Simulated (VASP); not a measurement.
Data:

```
Be3CdTe4
1.0
    5.91595     0.00000     0.00000
    0.00000     5.91595     0.00000
    0.00000     0.00000     5.91595
Cd Te Be
1 4 3
Cartesian
  5.91595   5.91595   5.91595
  1.59167   1.59167   1.59167
  4.32428   4.32428   1.59167
  4.32428   1.59167   4.32428
  1.59167   4.32428   4.32428
  2.95798   2.95798   5.91595
  2.95798   5.91595   2.95798
  5.91595   2.95798   2.95798
```

The numbers are results of PBE GGA, VASP's PBE PAW potentials (set 64) (plane waves; VASP), not measurements. Run with 400 eV cut-off, Gaussian smearing of 0.050 eV, potentials Cd Te Be.

Unless said otherwise, spin-orbit coupling is left out, though it shifts the bands of the heavy elements here.

Q: Predict the band gap (along the path) with the smallest direct gap where there is one.

A: 
The band gap (along the path) is 1.88 eV and the smallest direct gap (along the path) is 1.88 eV.

Only differences to runs with the same potentials and settings are physical.

The structure was generated: Be3CdTe4 was put into an ordered model structure (P-43m), which need not be its known phase. It was relaxed first.
